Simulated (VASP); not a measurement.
The input files of a VASP run:

KPOINTS:
```
Automatic mesh
0
Gamma
9 9 5
0 0 0
```

File POSCAR:
```
Tb
1
    1.8360000000    -3.1800450000     0.0000000000
    1.8360000000     3.1800450000     0.0000000000
    0.0000000000     0.0000000000     5.8038000000
Tb
2
Direct
  0.3333330000   0.6666670000   0.2500000000
  0.6666670000   0.3333330000   0.7500000000
```

### INCAR
```
SYSTEM = Tb
PREC = Accurate
ENCUT = 400
EDIFF = 1E-6
NELM = 100
ALGO = Normal
LREAL = .FALSE.
LASPH = .TRUE.
ISMEAR = 1
SIGMA = 0.1
GGA = PE
LMAXMIX = 6
LWAVE = .FALSE.
LCHARG = .FALSE.
ISIF = 2
```

POTCAR, in this order: Tb_3 (PBE.64 set). Program: vasp_gam.

Output

standard output:
```
 POSCAR found type information on POSCAR Tb
 POSCAR found :  1 types and       2 ions
 Reading from existing POTCAR
 Reading from existing POTCAR
 LDA part: xc-table for (Slater+PW92), standard interpolation

 -----------------------------------------------------------------------------
|                                                                             |
|     EEEEEEE  RRRRRR   RRRRRR   OOOOOOO  RRRRRR      ###     ###     ###     |
|     E        R     R  R     R  O     O  R     R     ###     ###     ###     |
|     E        R     R  R     R  O     O  R     R     ###     ###     ###     |
|     EEEEE    RRRRRR   RRRRRR   O     O  RRRRRR       #       #       #      |
|     E        R   R    R   R    O     O  R   R                               |
|     E        R    R   R    R   O     O  R    R      ###     ###     ###     |
|     EEEEEEE  R     R  R     R  OOOOOOO  R     R     ###     ###     ###     |
|                                                                             |
|     You are using the Gamma-point-only version with more than one           |
|     k-point or some other non-Gamma k-point.                                |
|                                                                             |
|       ---->  I REFUSE TO CONTINUE WITH THIS SICK JOB ... BYE!!! <----       |
|                                                                             |
 -----------------------------------------------------------------------------
```

Q: Read the log: what went wrong, and how is it fixed?

A: The cause: the Γ-only program was given a k-mesh. VASP stops with an error: You are using the Gamma-point-only version with more than one k-point or some other non-Gamma k-point. ----> I REFUSE TO CONTINUE WITH THIS SICK JOB ... BYE!!! <---- To mend it, run vasp_std.

The mended run (PBE GGA, plane waves, VASP's PBE PAW potentials (set 64)) converges, and its OSZICAR ends with
```
   1 F= -.90991074E+01 E0= -.91001170E+01  d E =0.302893E-02
```

The compound is Tb in the hcp structure. The cell was not relaxed at this level. The 4f electrons are frozen in the core of the lanthanide potential, so 4f levels, which can set the real gap, and their magnetism are missing.
